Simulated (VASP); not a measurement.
An input for Quantum ESPRESSO's pw.x (written as the equivalent of a VASP run, and not itself run):

```
&CONTROL
  calculation = 'scf'
  pseudo_dir = './pseudo'
  outdir = './out'
  tprnfor = .true.
  tstress = .true.
/
&SYSTEM
  ibrav = 0
  nat = 2
  ntyp = 2
  ecutwfc = 88
  occupations = 'smearing'
  smearing = 'gaussian'
  degauss = 0.003675
  input_dft = 'pbesol'
/
&ELECTRONS
  conv_thr = 7.3e-09
  electron_maxstep = 100
/
ATOMIC_SPECIES
  Be 9.012 Be.upf
  S 32.060 S.upf
CELL_PARAMETERS angstrom
     0.0000000    2.4203570    2.4324588
     2.4203570    0.0000000    2.4324588
     2.4203570    2.4203570    0.0000000
ATOMIC_POSITIONS crystal
  Be   0.0000000  0.0000000  0.0000000
  S    0.2500000  0.2500000  0.2500000
K_POINTS automatic
  10 10 10 0 0 0
```

Translate this input to VASP (INCAR, KPOINTS, POSCAR, choice of POTCAR).

One answer among several that fit: 
**POSCAR**
```
BeS
1
    0.0000000000     2.4203570467     2.4324588319
    2.4203570467     0.0000000000     2.4324588319
    2.4203570467     2.4203570467     0.0000000000
Be S
1 1
Direct
  0.0000000000   0.0000000000   0.0000000000
  0.2500000000   0.2500000000   0.2500000000
```

File KPOINTS:
```
Regular mesh
0
G
  10 10 10
```

INCAR:
```
ALGO  =  Normal
EDIFF  =  1E-7
ENCUT  =  480
GGA  =  PS
ISIF  =  2
ISMEAR  =  0
LASPH  =  T
LCHARG  =  F
LREAL  =  F
LWAVE  =  F
NELM  =  100
PREC  =  Accurate
SIGMA  =  0.05
SYSTEM  =  BeS
```

POTCAR, in this order: Be S (PBE.64 set). Program: vasp_std.

What does not carry over: the potentials are each code's own (VASP's PAW set, PseudoDojo norm-conserving files in pw.x), so ENCUT and ecutwfc are chosen apart and not converted; conv_thr bounds pw.x's estimated SCF error, while EDIFF bounds the energy change between steps.

The compound is BeS in the zinc blende structure. This cell was strained or had an atom moved on purpose.
